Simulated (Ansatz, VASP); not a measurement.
## Two plane-wave programs on MgBe2SeS2

```
Mg Be Se S
1.0
     5.30145    0.00000    0.00000
     0.00000    5.30145    0.00000
     0.00000    0.00000    6.09159
Mg Be Se S
1 2 1 2
Direct
  0.00000 0.00000 0.50000
  0.50000 0.50000 0.16514
  0.50000 0.50000 0.83486
  0.50000 0.50000 0.50000
  0.00000 0.50000 0.50000
  0.50000 0.00000 0.50000
```

Alike in both runs: functional PBE; k mesh 8 × 8 × 6; occupations gaussian, width 0.1 eV; no spin polarisation.

Ansatz relaxed the structure, and its values are those at the end. VASP's run is a single point on that final structure, the one shown.

|  | VASP | Ansatz |
| --- | --- | --- |
| version | VASP 6.6.1 | Ansatz 0.2.0 |
| potentials or method | VASP PAW PBE potentials, release 64 (Mg, Be, Se, S) | scalar-relativistic, plane waves, PAW |
| plane-wave cutoff (eV) | 520 | 420 |
| valence electrons in the cell | 24 | 42 |

```csv
,VASP,Ansatz,Ansatz less VASP
gap on the k mesh at the Fermi level (eV),none,none,-
pressure (GPa),0.0,0.0,+0.01
rms of the force components (eV/Å),0.010,0.001,-0.0086
```

A gap of «none» marks a metal or a gap that the smearing closes. With one functional, cell and mesh, what is left measures potentials, basis and numerics. The two sets of potentials don't hold the same shells in valence.
